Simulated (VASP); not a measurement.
A calculation with VASP 6.6.1 of RbLaMg6 (ASE script, structure from a POSCAR):

Contents of run.py:

```python
from ase.calculators.vasp import Vasp
from ase.dft.bandgap import bandgap
from ase.io import read

atoms = read('POSCAR')
calc = Vasp(
    directory='calc',
    xc='lda',
    pp='LDA',
    setups='recommended',
    prec='Accurate',
    encut=520,
    ediff=1e-06,
    ismear=0,
    sigma=0.05,
    lreal=False,
    lasph=True,
    nelm=60,
    algo='Normal',
    isif=2,
    lwave=False,
    lcharg=False,
    kpts=[5, 5, 5],
    gamma=True,
)
atoms.calc = calc

print('energy (eV):', atoms.get_potential_energy())
print('free energy (eV):', atoms.get_potential_energy(force_consistent=True))
print('forces (eV/A):')
print(atoms.get_forces())
print('stress (eV/A^3, Voigt):', atoms.get_stress())
print('Fermi level (eV):', calc.get_fermi_level())
gap, top, bottom = bandgap(calc)
print('band gap (eV):', gap, 'from (spin, k, band)', top, 'to', bottom)
```

Contents of POSCAR:

```
RbLaMg6
1.0
    5.4277930000      0.0000000000      0.0000000000
    0.0000000000      3.6155930000      6.0310485000
    0.0000000000     -3.6155930000      6.0310485000
La Rb Mg
1 1 6
Direct
    0.5000000000      0.3426060000      0.3426060000
    0.0000000000      0.1488010000      0.1488010000
    0.0000000000      0.6669570000      0.6669570000
    0.0000000000      0.1638300000      0.6607120000
    0.0000000000      0.6607120000      0.1638300000
    0.5000000000      0.8460730000      0.8460730000
    0.5000000000      0.3701620000      0.8008640000
    0.5000000000      0.8008640000      0.3701620000
```

Potentials or basis: VASP PAW LDA potentials, release 64 (La, Rb_sv, Mg).

Launch:

```console
$ python run.py
```

The cell comes from a database or a generator and needn't be the stable form of this composition.

Q: Write the same calculation in another form: native input, structure from a POSCAR.

A: As run:

Contents of INCAR:

```
PREC = Accurate ; ENCUT = 520
EDIFF = 1E-6 ; ISMEAR = 0
SIGMA = 0.05 ; LREAL = F
LASPH = T ; NELM = 80
ALGO = Normal ; ISIF = 2
LWAVE = F ; LCHARG = F
GGA = CA ; NBANDS = 26
```

File KPOINTS:

```
regular mesh
0
Gamma
  5 5 5
```

The input POSCAR:

```
RbLaMg6
1.0
    5.4277930000      0.0000000000      0.0000000000
    0.0000000000      3.6155930000      6.0310485000
    0.0000000000     -3.6155930000      6.0310485000
La Rb Mg
1 1 6
Cartesian
    2.7138965000      0.0000000000      4.1325468048
    0.0000000000      0.0000000000      1.7948520957
    0.0000000000      0.0000000000      8.0449000288
    0.0000000000     -1.7965230810      4.9728527923
    0.0000000000      1.7965230810      4.9728527923
    2.7138965000      0.0000000000     10.2054145951
    2.7138965000     -1.5572431363      7.0625146008
    2.7138965000      1.5572431363      7.0625146008
```

Potentials or basis: VASP PAW LDA potentials, release 64 (La, Rb_sv, Mg).

The run is started by

```console
$ cat potpaw_LDA.64/La/POTCAR potpaw_LDA.64/Rb_sv/POTCAR potpaw_LDA.64/Mg/POTCAR > POTCAR
$ mpirun -np 1 vasp_std > vasp.out
```

Both were run:

|  | ASE script, structure from a POSCAR | native input, structure from a POSCAR |
| --- | --- | --- |
| Pressure | -2.2 GPa | -2.2 GPa |
| Largest force | 0.102 eV/Å | 0.102 eV/Å |
| Band gap on the k mesh | none (metal or under the smearing width) | none (metal or under the smearing width) |

Keys that steer only the numerical path or the files written may differ.
